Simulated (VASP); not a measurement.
Computed with PBE GGA, VASP's PBE PAW potentials (set 64) (plane waves; VASP 6.6.1).

VASP input:

File KPOINTS:
```
Automatic mesh
0
Gamma
9 9 9
0 0 0
```

### POSCAR
```
NiSi2
1
   -0.0000000000     2.7193477463     2.7193477463
    2.7193477463     0.0000000000     2.7193477463
    2.7193477463     2.7193477463    -0.0000000000
Si Ni
2 1
Direct
  0.2500000000   0.2500000000   0.2500000000
  0.7500000000   0.7500000000   0.7500000000
  0.0000000000   0.0000000000   0.0000000000
```

**INCAR**
```
SYSTEM = NiSi2
PREC = Accurate; ENCUT = 480; LREAL = .FALSE.
LASPH = .TRUE.
EDIFF = 1E-6; NELM = 100; ALGO = Normal
LMAXMIX = 4
ISMEAR = 1; SIGMA = 0.1
GGA = PE
IBRION = 2; NSW = 60; ISIF = 3
EDIFFG = -0.02
LWAVE = .FALSE.; LCHARG = .FALSE.
```

POTCAR, in this order: Si Ni (PBE.64 set). Program: vasp_std.

The resulting files:

### OSZICAR
```
       N       E                     dE             d eps       ncg     rms          rms(c)
DAV:   1     0.691753884829E+02    0.69175E+02   -0.75964E+03   918   0.133E+03
DAV:   2    -0.150657697343E+02   -0.84241E+02   -0.78990E+02   935   0.244E+02
DAV:   3    -0.192967969001E+02   -0.42310E+01   -0.41358E+01  1211   0.607E+01
DAV:   4    -0.193820063461E+02   -0.85209E-01   -0.85122E-01  1055   0.823E+00
DAV:   5    -0.193843900003E+02   -0.23837E-02   -0.23832E-02  1220   0.146E+00    0.163E+01
DAV:   6    -0.242332593672E+02   -0.48489E+01   -0.54129E+01   975   0.183E+02    0.254E+01
DAV:   7    -0.174981479465E+02    0.67351E+01   -0.16072E+01  1098   0.114E+02    0.407E+00
DAV:   8    -0.174110830883E+02    0.87065E-01   -0.22793E+00  1338   0.261E+01    0.250E+00
DAV:   9    -0.173721447342E+02    0.38938E-01   -0.24860E-01  1133   0.965E+00    0.530E-01
DAV:  10    -0.173716906174E+02    0.45412E-03   -0.64887E-03  1278   0.127E+00    0.284E-01
DAV:  11    -0.173717587898E+02   -0.68172E-04   -0.79248E-04  1127   0.327E-01    0.312E-02
DAV:  12    -0.173717908749E+02   -0.32085E-04   -0.50626E-05  1197   0.110E-01    0.231E-02
DAV:  13    -0.173717926577E+02   -0.17828E-05   -0.29803E-05  1082   0.112E-01    0.930E-03
DAV:  14    -0.173717929561E+02   -0.29838E-06   -0.16283E-06   871   0.134E-02
   1 F= -.17371793E+02 E0= -.17372089E+02  d E =-.173718E+02
       N       E                     dE             d eps       ncg     rms          rms(c)
DAV:   1    -0.174151130787E+02   -0.43320E-01   -0.39455E-01   993   0.138E+01    0.196E+00
DAV:   2    -0.175015232312E+02   -0.86410E-01   -0.93040E-01  1164   0.255E+01    0.315E+00
DAV:   3    -0.173735934372E+02    0.12793E+00   -0.45671E-01  1097   0.172E+01    0.381E-01
DAV:   4    -0.173724620817E+02    0.11314E-02   -0.10619E-02  1056   0.142E+00    0.636E-02
DAV:   5    -0.173724608255E+02    0.12562E-05   -0.33742E-04  1436   0.187E-01    0.355E-02
DAV:   6    -0.173724511513E+02    0.96742E-05   -0.11175E-05  1294   0.715E-02    0.997E-03
DAV:   7    -0.173724516985E+02   -0.54723E-06   -0.32849E-06   997   0.198E-02
   2 F= -.17372452E+02 E0= -.17372759E+02  d E =-.658742E-03
       N       E                     dE             d eps       ncg     rms          rms(c)
DAV:   1    -0.173786612110E+02   -0.62101E-02   -0.51832E-02  1013   0.498E+00    0.738E-01
DAV:   2    -0.173915501550E+02   -0.12889E-01   -0.13572E-01  1117   0.957E+00    0.117E+00
DAV:   3    -0.173729080688E+02    0.18642E-01   -0.60668E-02  1096   0.666E+00    0.984E-02
DAV:   4    -0.173729053701E+02    0.26987E-05   -0.17506E-03   970   0.288E-01    0.633E-02
DAV:   5    -0.173728511694E+02    0.54201E-04   -0.10551E-04  1229   0.257E-01    0.168E-02
DAV:   6    -0.173728499759E+02    0.11936E-05   -0.16407E-05  1409   0.624E-02    0.374E-03
DAV:   7    -0.173728500785E+02   -0.10268E-06   -0.99705E-07   610   0.103E-02
   3 F= -.17372850E+02 E0= -.17373151E+02  d E =-.105712E-02
```

**OUTCAR**
```
------------------------ aborting loop because EDIFF is reached ----------------------------------------
  FORCE on cell =-STRESS in cart. coord.  units (eV):
  Direction    XX          YY          ZZ          XY          YZ          ZX
  --------------------------------------------------------------------------------------
  Total        0.0003639      0.0003639      0.0003639     -0.0000000     -0.0000000      0.0000000
  in kB        0.0143823      0.0143823      0.0143823     -0.0000000     -0.0000000      0.0000000
  external PRESSURE =       0.0143823 kB  Pullay stress =       0.0000000 kB
  volume of cell :       40.53
      direct lattice vectors                 reciprocal lattice vectors
     0.000000000  2.726440465  2.726440465    -0.183389297  0.183389297  0.183389297
     2.726440465 -0.000000000  2.726440465     0.183389297 -0.183389297  0.183389297
     2.726440465  2.726440465  0.000000000     0.183389297  0.183389297 -0.183389297
 POSITION                                       TOTAL-FORCE (eV/Angst)
 -----------------------------------------------------------------------------------
      1.36322      1.36322      1.36322         0.000000      0.000000      0.000000
      4.08966      4.08966      4.08966        -0.000000     -0.000000     -0.000000
      0.00000      0.00000      0.00000         0.000000      0.000000      0.000000
 -----------------------------------------------------------------------------------
    total drift:                               -0.000000     -0.000000      0.000000
  FREE ENERGIE OF THE ION-ELECTRON SYSTEM (eV)
  ---------------------------------------------------
  free  energy   TOTEN  =       -17.3728500785 eV

  energy  without entropy=      -17.3737533786  energy(sigma->0) =      -17.37315118

 reached required accuracy - stopping structural energy minimisation
```
(Selected blocks of OUTCAR.)

**CONTCAR**
```
NiSi2
   1.00000000000000
     0.0000000000000000    2.7264404649358571    2.7264404649358571
     2.7264404649358571   -0.0000000000000000    2.7264404649358571
     2.7264404649358571    2.7264404649358571    0.0000000000000000
  Si              Ni
     2     1
Direct
     0.2500000000000000    0.2500000000000000    0.2500000000000000
     0.7500000000000000    0.7500000000000000    0.7500000000000000
     0.0000000000000000    0.0000000000000000    0.0000000000000000
```

File OUTCAR:
```
 val. band max:        9.9838055490   @ k =   0.3333   0.2222   0.0000

 cond. band min:      10.1591794091   @ k =  -0.4444   0.4444   0.1111


 Fermi energy:        10.1098855692

 k-point     1 :       0.0000    0.0000    0.0000
  band No.  band energies     occupation
      1      -3.5322      2.00000
      2       5.0434      2.00000
      3       5.0434      2.00000
      4       5.0434      2.00000
      5       6.7091      2.00000
      6       6.7091      2.00000
      7       9.5768      2.00000
      8      11.7438     -0.00000
      9      11.7438     -0.00000
     10      11.7438     -0.00000
     11      12.4009      0.00000
     12      12.4009      0.00000
     13      12.4009      0.00000

 k-point     2 :       0.1111    0.0000    0.0000
  band No.  band energies     occupation
      1      -3.3529      2.00000
      2       4.6599      2.00000
      3       5.0997      2.00000
      4       5.0998      2.00000
      5       6.6775      2.00000
      6       6.6775      2.00000
      7       9.3137      2.00000
      8      10.6178     -0.00000
      9      11.0629     -0.00000
     10      11.0629     -0.00000
     11      13.0002      0.00000
     12      13.0002      0.00000
     13      13.9088      0.00000

 k-point     3 :       0.2222    0.0000    0.0000
  band No.  band energies     occupation
      1      -2.8203      2.00000
      2       3.6424      2.00000
      3       5.2422      2.00000
      4       5.2422      2.00000
      5       6.6314      2.00000
      6       6.6314      2.00000
      7       8.0061      2.00000
      8      10.1990     -0.01979
      9      10.1990     -0.01979
     10      10.9032     -0.00000
     11      12.6668      0.00000
     12      12.6668      0.00000
     13      13.6313      0.00000

 k-point     4 :       0.3333    0.0000    0.0000
  band No.  band energies     occupation
      1      -1.9534      2.00000
      2       2.2283      2.00000
      3       5.3878      2.00000
...
```

The compound is NiSi2 in the fluorite structure. This run relaxes it. Symmetry was kept, so distortions that lower it aren't found. The start is the result of an earlier pass. The run is not spin-polarised, so no magnetic state was tried.
